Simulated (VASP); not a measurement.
A cell of HfC (rock salt) near equilibrium:

```yaml
crystal:
  lattice:
    - [0.00000, 2.30294, 2.30294]
    - [2.30294, 0.00000, 2.30294]
    - [2.30294, 2.30294, 0.00000]
  atoms:
    - { symbol: Hf, position: [0.00000, 0.00000, 0.00000] }
    - { symbol: C, position: [0.50000, 0.50000, 0.50000] }
```

These are PBEsol GGA, VASP's PBE PAW potentials (set 64) (plane waves; VASP) values and carry that method's errors.

```
run               ΔE (meV/atom)    σxx    σyy    σzz  largest shear component, with its sign (GPa)  largest force (eV/Å)
----------------  -------------  -----  -----  -----  --------------------------------------------  --------------------
as it is                    0.0  -0.15  -0.15  -0.15                                          0.00                 0.000
after one change            1.3  -0.16  -0.16   0.05                                          0.00                 0.204
```
Stress is in GPa, positive when the cell is compressed.

**Question.** Which change was made?
A) uniaxial strain of +4.0 % along y
B) atom 2 (C) moved by -0.025 Å along z
C) atom 2 (C) moved by -0.150 Å along x
D) atom 2 (C) moved by -0.100 Å along y

**Answer.** B, atom 2 (C) moved by -0.025 Å along z

The compound is HfC in the rock salt structure.
